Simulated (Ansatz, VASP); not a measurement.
**Two plane-wave programs on GeW**

File INCAR:

```
ALGO     = Normal         # electronic algorithm
EDIFF    = 1E-7           # SCF threshold, eV
ENCUT    = 520            # plane-wave cutoff, eV
GGA      = PE             # functional
ISIF     = 2              # what is computed and relaxed
ISMEAR   = -1             # smearing method
LASPH    = T              # aspherical terms in the spheres
LCHARG   = F              # write CHGCAR
LREAL    = F              # projectors in reciprocal space
LWAVE    = F              # write WAVECAR
NBANDS   = 21             # bands
NELM     = 100            # most SCF steps
PREC     = Accurate       # precision mode
SIGMA    = 0.05           # smearing width, eV
```

The input KPOINTS:

```
k-points
0
Gamma
  9 9 9
```

POSCAR

```
GeW
1.0
    0.0000000000      2.6281642072      2.6281642072
    2.6281642072      0.0000000000      2.6281642072
    2.6281642072      2.6281642072      0.0000000000
Ge W
1 1
Direct
    0.5000000000      0.5000000000      0.5000000000
    0.0000000000      0.0000000000      0.0000000000
```

File input.yaml:

```yaml
crystal:
  lattice:
    - [0.0, 2.6281642072, 2.6281642072]
    - [2.6281642072, 0.0, 2.6281642072]
    - [2.6281642072, 2.6281642072, 0.0]
  atoms:
    - { symbol: Ge, position: [0.5, 0.5, 0.5] }
    - { symbol: W, position: [0.0, 0.0, 0.0] }
hamiltonian:
  xc: pbe
  pseudopotentials: { kind: paw }
kpoints:
  mp_grid: { grid: [9, 9, 9] }
scf:
  occupations: { method: fermi_dirac, width: 0.05 }
output:
  forces: true
  stress: true
  eigenvalues: true
```

The cell was built by a generator and needn't be a form met in nature.

Alike in both runs: task single point; functional PBE; k mesh 9 × 9 × 9; occupations fermi-dirac, width 0.05 eV; no spin polarisation.

|  | VASP | Ansatz |
| --- | --- | --- |
| version | VASP 6.6.1 | Ansatz 0.2.0 |
| potentials or method | VASP PAW PBE potentials, release 64 (Ge_d, W_sv) | Ansatz PAW |
| plane-wave cutoff (eV) | 520 | 420 |
| valence electrons in the cell | 28 | 28 |

VASP gave:

| Property | Result |
| --- | --- |
| gap on the k mesh at the Fermi level (eV) | none |
| pressure (GPa) | -8.5 |

**Question.** What did Ansatz give for the same quantities?

**Answer.** gap on the k mesh at the Fermi level (eV): none; pressure (GPa): -8.6.

A gap of «none» marks a metal or a gap that the smearing closes.

Spin-orbit coupling is left out, which matters for the levels of W.
